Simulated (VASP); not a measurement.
An input for Quantum ESPRESSO's pw.x (written as the equivalent of a VASP run, and not itself run):

```
&CONTROL
  calculation = 'vc-relax'
  pseudo_dir = './pseudo'
  outdir = './out'
  tprnfor = .true.
  tstress = .true.
  nstep = 60
  forc_conv_thr = 0.00039
/
&SYSTEM
  ibrav = 0
  nat = 1
  ntyp = 1
  ecutwfc = 76
  occupations = 'smearing'
  smearing = 'methfessel-paxton'
  degauss = 0.00735
  input_dft = 'pw91'
/
&ELECTRONS
  conv_thr = 7.3e-08
  electron_maxstep = 100
/
&IONS
/
&CELL
/
ATOMIC_SPECIES
  Au 196.967 Au.upf
CELL_PARAMETERS angstrom
     0.0000000    2.0400000    2.0400000
     2.0400000    0.0000000    2.0400000
     2.0400000    2.0400000    0.0000000
ATOMIC_POSITIONS crystal
  Au   0.0000000  0.0000000  0.0000000
K_POINTS automatic
  14 14 14 0 0 0
```

Task: Translate this input to VASP (INCAR, KPOINTS, POSCAR, choice of POTCAR).

Result: This is not unique; one that fits is 
File POSCAR:
```
Au
1
    0.0000000000     2.0400000000     2.0400000000
    2.0400000000     0.0000000000     2.0400000000
    2.0400000000     2.0400000000     0.0000000000
Au
1
Direct
  0.0000000000   0.0000000000   0.0000000000
```

**KPOINTS**
```
Automatic mesh
0
gamma
14 14 14
```

INCAR:
```
EDIFFG = -0.01   # ionic stop
LCHARG = .FALSE.
LMAXMIX = 6   # l cut-off of mixed one-centre charges
SIGMA = 0.1   # width (eV)
EDIFF = 1E-6   # SCF stop (eV)
IBRION = 2
ISMEAR = 1   # Methfessel-Paxton
ALGO = Normal
NELM = 100   # most electronic steps
NSW = 60   # most ionic steps
ISIF = 3   # ions, shape and volume
GGA = 91   # PW91
LREAL = .FALSE.
ENCUT = 520
LASPH = .TRUE.   # aspherical one-centre terms
LWAVE = .FALSE.
PREC = Accurate
SYSTEM = Au
```

POTCAR, in this order: Au (PBE.64 set). Program: vasp_std.

Limits of the translation: the potentials are each code's own (VASP's PAW set, PseudoDojo norm-conserving files in pw.x), so ENCUT and ecutwfc are chosen apart and not converted; conv_thr bounds pw.x's estimated SCF error, while EDIFF bounds the energy change between steps; forc_conv_thr acts on force components and is met together with etot_conv_thr.

The compound is Au in the fcc structure. This run relaxes it. Symmetry was kept, so distortions that lower it aren't found.
